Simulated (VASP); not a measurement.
Method: PBE GGA, VASP's PBE PAW potentials (set 64) (plane waves; VASP).

VASP ran on this input.

### KPOINTS
```
Automatic
0
gamma
 14 14 14
0 0 0
```

### POSCAR
```
In
1
   -1.6454083310     1.6454083310     2.5349142511
    1.6454083310    -1.6454083310     2.5349142511
    1.6454083310     1.6454083310    -2.5349142511
In
1
Direct
  0.0000000000   0.0000000000   0.0000000000
```

### INCAR
```
SYSTEM = In
PREC = Accurate
ENCUT = 480
EDIFF = 1E-6
NELM = 100
ALGO = Normal
LREAL = .FALSE.
LASPH = .TRUE.
ISMEAR = 1
SIGMA = 0.1
GGA = PE
LMAXMIX = 4
LWAVE = .FALSE.
LCHARG = .FALSE.
IBRION = 2
ISIF = 3
NSW = 60
EDIFFG = -0.01
```

POTCAR, in this order: In (PBE.64 set). Program: vasp_std.

Unless said otherwise, spin-orbit coupling is left out, though it shifts the bands of the heavy elements here.

Q: Predict the energy per atom (σ→0), band gap (on the k-mesh).

A: 
The energy per atom (σ→0) is -2.561 eV/atom. The band gap (on the k-mesh) comes out as none (metal, semimetal or under 0.01 eV).

**OSZICAR**
```
...
DAV:   3    -0.258404006697E+01   -0.42947E-01   -0.42181E-01  3030   0.394E+00
DAV:   4    -0.258412183965E+01   -0.81773E-04   -0.81771E-04  3300   0.197E-01
DAV:   5    -0.258412197351E+01   -0.13386E-06   -0.13379E-06  2995   0.622E-03    0.226E+00
DAV:   6    -0.257053487409E+01    0.13587E-01   -0.20225E-03  2695   0.245E-01    0.128E+00
DAV:   7    -0.256082141819E+01    0.97135E-02   -0.63930E-03  2645   0.420E-01    0.154E-01
DAV:   8    -0.256086692401E+01   -0.45506E-04   -0.19107E-04  3370   0.816E-02    0.166E-02
DAV:   9    -0.256086730020E+01   -0.37619E-06   -0.49802E-06  2835   0.138E-02
   1 F= -.25608673E+01 E0= -.25608040E+01  d E =-.256087E+01
```

The compound is In in the bct structure. It was relaxed first, which changed the volume by +5 %. The start is the result of an earlier pass.
